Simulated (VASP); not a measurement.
Data:

```
CELL_PARAMETERS angstrom
      1.25500    -2.17372     0.00000
      1.25500     2.17372     0.00000
      0.00000     0.00000     4.07000
ATOMIC_POSITIONS crystal
  Co 0.33333 0.66667 0.25000
  Co 0.66667 0.33333 0.75000
```
Starting moments (μB, in the order of the record's atoms Co Co): 2.0 2.0.

These are PBE GGA, VASP's PBE PAW potentials (set 64) (plane waves; VASP 6.6.1) values and carry that method's errors. Numerical set-up: 300 eV cut-off, 13×13×7 Γ-centred mesh, Fermi-Dirac smearing of 0.14 eV, potentials Co.

At this cut-off the stress carries a Pulay error, which pulls relaxed volumes low.

Task: Give the stress tensor in GPa (positive for a compressed cell).

Result: 
```
-5.18   0.00   0.00
 0.00  -5.18   0.00
 0.00   0.00  -5.20
```
The pressure is its mean diagonal, -5.19 GPa.

The structure is a typed Co crystal (P6_3/mmc). The cell was not relaxed at this level.
